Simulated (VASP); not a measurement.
```xyz
8
Lattice="0.0000 3.1455 3.1455 3.1455 0.0000 3.1455 12.6538 12.6538 -0.0719" Properties=species:S:1:pos:R:3 pbc="T T T"
Hg    12.5110    12.5110     0.0709
Hg     3.1476     3.1476    -0.0021
Hg     9.5713     9.5713     6.1561
Te     1.5406     1.5406     1.6048
Te     4.8232     4.8232     1.4678
Te     8.0960     8.0960     1.3404
Te    10.8938    10.8938     1.6880
Be     9.4861     9.4861    -0.0497
```

Calculation: PBEsol GGA, VASP's PBE PAW potentials (set 64) (plane waves; VASP 6.6.1). Run with 400 eV cut-off, 10×10×3 Γ-centred mesh, tetrahedra with Blöchl corrections, potentials Hg Te Be.

The cores are frozen, which limits the accuracy of field gradients.

Question: Give the principal components of the electric field gradient (V/Å²) and the asymmetry η at each nucleus.

Answer: 
```csv
atom,Vxx,Vyy,Vzz,η
Hg1,20.2,20.2,-40.4,0.00
Hg2,12.4,12.4,-24.8,0.00
Hg3,13.6,13.6,-27.3,0.00
Te4,-52.3,-52.3,104.7,0.00
Te5,-47.5,-47.5,95.1,0.00
Te6,25.8,25.8,-51.7,0.00
Te7,-8.9,-8.9,17.8,0.00
Be8,0.9,0.9,-1.8,0.00
```

The structure was generated: BeHg3Te4 was put into an ordered model structure (R3m), which need not be its known phase. It was relaxed first.
